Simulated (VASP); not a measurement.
Energy against volume of CeO2 (fluorite). All values below come from vdW-DF-cx, VASP's PBE PAW potentials (set 64) (plane waves; VASP). Run with 520 eV cut-off, 7×7×7 Γ-centred mesh, Gaussian smearing of 0.050 eV, potentials Ce O.

```csv
V (Å³/atom),E (eV/atom)
12.838,-6.89644
13.235,-6.90464
13.632,-6.89879
14.029,-6.88100
```

Q: Fit these four points and predict the energy of the run at 12.441 Å³/atom.

A: A cubic in V^(−2/3), the third-order Birch-Murnaghan form, passes through the four points with V0 = 13.26 Å³/atom and B0 = 187 GPa, and gives -6.8717 eV/atom there. The run gave -6.8716 eV/atom, +0.1 meV/atom from the fit; all five points give B0 = 187 GPa.

The compound is CeO2 in the fluorite structure. It was relaxed first. The run is not spin-polarised, so no magnetic state was tried.
